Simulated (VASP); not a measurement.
**HfPd (space group Pm-3m): computed properties**

Level of theory: PBEsol GGA, VASP's PBE PAW potentials (set 64) (plane waves; VASP).

For HfPd, the space group is Pm-3m (221) and the cell comes out as a = b = c = 3.277 Å, α = β = γ = 90.00°. The volume per atom is 17.59 Å³/atom, the band gap (over mesh and band path) is none (metal, semimetal or under 0.01 eV) and the Hill bulk modulus is 1700 kbar. The Hill shear modulus comes out as 35.2 GPa. The Poisson's ratio is 0.403. The density comes out as 13.45 g/cm³, the optical Γ-point spectrum comes out as 130 (×3) cm⁻¹ and the C11 is 206 GPa. The C12 comes out as 152 GPa and the C44 is 42.5 GPa.

```xyz
2
Lattice="3.2769 0.0000 0.0000 0.0000 3.2769 0.0000 0.0000 0.0000 3.2769" Properties=species:S:1:pos:R:3 pbc="T T T"
Hf     0.0000     0.0000     0.0000
Pd     1.6385     1.6385     1.6385
```

Finite-difference elastic constants of metals are sensitive to mesh and smearing; shear constants can be off by tens of GPa. Unless said otherwise, spin-orbit coupling is left out, though it shifts the bands of the heavy elements here.

The structure comes from a computed database's HfPd entry (Pm-3m); how it stands against other phases isn't given here. It was relaxed first. Symmetry was kept, so distortions that lower it aren't found.
